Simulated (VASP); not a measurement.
These are PBE GGA with D3 dispersion (Becke-Johnson damping), VASP's PBE PAW potentials (set 64) (plane waves; VASP) values and carry that method's errors.

VASP ran on this input.

File KPOINTS:
```
K-points
0
Gamma
 9 9 9
0 0 0
```

### POSCAR
```
TiO2
1.0
 -1.8978241049   1.8978241049   4.7802774078
  1.8978241049  -1.8978241049   4.7802774078
  1.8978241049   1.8978241049  -4.7802774078
Ti O
2 4
Cartesian
 -0.0000000000   1.8978241049   2.3901387039
  0.0000000000   0.0000000000   0.0000000000
  0.0000000000   1.8978241049   0.3984976059
  0.0000000000  -0.0000000000   7.5689137176
  0.0000000000  -0.0000000000   1.9916410980
  0.0000000000   1.8978241049   4.3817798019
```

**INCAR**
```
ALGO=Normal
EDIFF=1E-7
ENCUT=520
GGA=PE
ISIF=2
ISMEAR=-5
IVDW=12
LASPH=.True.
LCHARG=.True.
LEFG=.True.
LMAXMIX=4
LORBIT=11
LREAL=.False.
LWAVE=.False.
NEDOS=601
NELM=100
PREC=Accurate
SYSTEM=TiO2
```

POTCAR, in this order: Ti_sv O (PBE.64 set). Program: vasp_std.

### Question
What does the run give for the energy per atom (σ→0), dispersion energy?

### Answer

The energy per atom (σ→0) comes out as -9.198 eV/atom and the dispersion energy comes out as -1.340 eV.

### OSZICAR
```
...
DAV:  10    -0.538504672974E+02   -0.11683E-01   -0.96682E-02  4976   0.245E+00    0.287E-01
DAV:  11    -0.538490650211E+02    0.14023E-02   -0.99792E-03  5292   0.656E-01    0.717E-02
DAV:  12    -0.538492194969E+02   -0.15448E-03   -0.91573E-04  5764   0.270E-01    0.805E-02
DAV:  13    -0.538491680873E+02    0.51410E-04   -0.34076E-04  5852   0.152E-01    0.115E-02
DAV:  14    -0.538491720253E+02   -0.39380E-05   -0.14852E-05  5412   0.290E-02    0.614E-03
DAV:  15    -0.538491722589E+02   -0.23358E-06   -0.20137E-06  5940   0.147E-02    0.193E-03
DAV:  16    -0.538491723002E+02   -0.41334E-07   -0.14340E-07  3000   0.402E-03
   1 F= -.55188934E+02 E0= -.55188934E+02  d E =0.000000E+00
```

The compound is TiO2 in the anatase structure, one of several forms; rutile is the usual stable one. It was relaxed first.
